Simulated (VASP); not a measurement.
VASP ran on this input.

### KPOINTS
```
Automatic mesh
0
Gamma
7 7 7
0 0 0
```

POSCAR:
```
TlBr
3.9520130
  0.9999999110   0.0000000000   0.0000000000
  0.0000000000   0.9999999110   0.0000000000
  0.0000000000   0.0000000000   0.9999999110
Tl Br
1 1
Direct
  0.0000000000   0.0000000000   0.0000000000
  0.5000000000   0.5000000000   0.5000000000
```

**INCAR**
```
ALGO = Normal
EDIFF = 1E-7
ENCUT = 520
GGA = 91
ISIF = 2
ISMEAR = 0
LASPH = .True.
LCHARG = .False.
LMAXMIX = 4
LREAL = .False.
LWAVE = .False.
NELM = 100
PREC = Accurate
SIGMA = 0.05
SYSTEM = TlBr
```

POTCAR, in this order: Tl_d Br (PBE.64 set). Program: vasp_std.

**Question.** Translate this PW91 calculation to Quantum ESPRESSO's pw.x.

**Answer.** One equivalent input (not run):
```
&CONTROL
  calculation = 'scf'
  pseudo_dir = './pseudo'
  outdir = './out'
  tprnfor = .true.
  tstress = .true.
/
&SYSTEM
  ibrav = 0
  nat = 2
  ntyp = 2
  ecutwfc = 60.3
  occupations = 'smearing'
  smearing = 'gaussian'
  degauss = 0.003675
  input_dft = 'pw91'
/
&ELECTRONS
  conv_thr = 7.3e-09
  electron_maxstep = 100
/
ATOMIC_SPECIES
  Tl 204.380 Tl.upf
  Br 79.904 Br.upf
CELL_PARAMETERS angstrom
     3.9520126    0.0000000    0.0000000
     0.0000000    3.9520126    0.0000000
     0.0000000    0.0000000    3.9520126
ATOMIC_POSITIONS crystal
  Tl   0.0000000  0.0000000  0.0000000
  Br   0.5000000  0.5000000  0.5000000
K_POINTS automatic
  7 7 7 0 0 0
```
What does not carry over: the potentials are each code's own (VASP's PAW set, PseudoDojo norm-conserving files in pw.x), so ENCUT and ecutwfc are chosen apart and not converted; conv_thr bounds pw.x's estimated SCF error, while EDIFF bounds the energy change between steps.

The compound is TlBr in the CsCl type structure. This cell is one point of a volume scan, at 0.94 of the reference volume.
